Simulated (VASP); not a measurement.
```
CELL_PARAMETERS angstrom
      1.73398    -3.00335     0.00000
      1.73398     3.00335     0.00000
      0.00000     0.00000     5.62752
ATOMIC_POSITIONS crystal
  Pt 0.00000 0.00000 0.00000
  S  0.33333 0.66667 0.21499
  S  0.66667 0.33333 0.78501
```

Method: revTPSS meta-GGA, VASP's PBE PAW potentials (set 64) (plane waves; VASP). Numerical set-up: 520 eV cut-off, 7×7×4 Γ-centred mesh, Gaussian smearing of 0.050 eV, potentials Pt S.

Without a dispersion term in the relaxation, distances and binding between the weakly bound layers, chains or molecules are unreliable, and so is what depends on them.

Question: The ions and cell shape at fixed volume are relaxed. Give the cell that the relaxation ends in.

Answer: 
```
CELL_PARAMETERS angstrom
      1.77084    -3.06719     0.00000
      1.77084     3.06719     0.00000
      0.00000     0.00000     5.39569
ATOMIC_POSITIONS crystal
  Pt 0.00000 0.00000 0.00000
  S  0.33333 0.66667 0.22820
  S  0.66667 0.33333 0.77180
```
Space group P-3m1 (164), at a tolerance of 0.03 Å.

Question: How much energy does the relaxation gain?

Answer: The energy (σ→0) changes by -29.6 meV/atom, in 8 ionic steps.

```tsv
step	E(σ→0) (eV)	max force (eV/Å)	pressure (GPa)	volume (Å³)
1	23.4346	0.923	8.74	58.61
2	23.3674	0.312	4.22	58.61
3	23.3533	0.147	0.83	58.61
4	23.3532	0.103	1.15	58.61
5	23.3477	0.045	0.85	58.61
6	23.3459	0.010	0.54	58.61
7	23.3459	0.012	0.53	58.61
8	23.3459	0.002	0.47	58.61
```

The compound is PtS2 in the 1T layered structure. This cell is one point of a volume scan, at 0.94 of the reference volume. Symmetry was kept, so distortions that lower it aren't found.
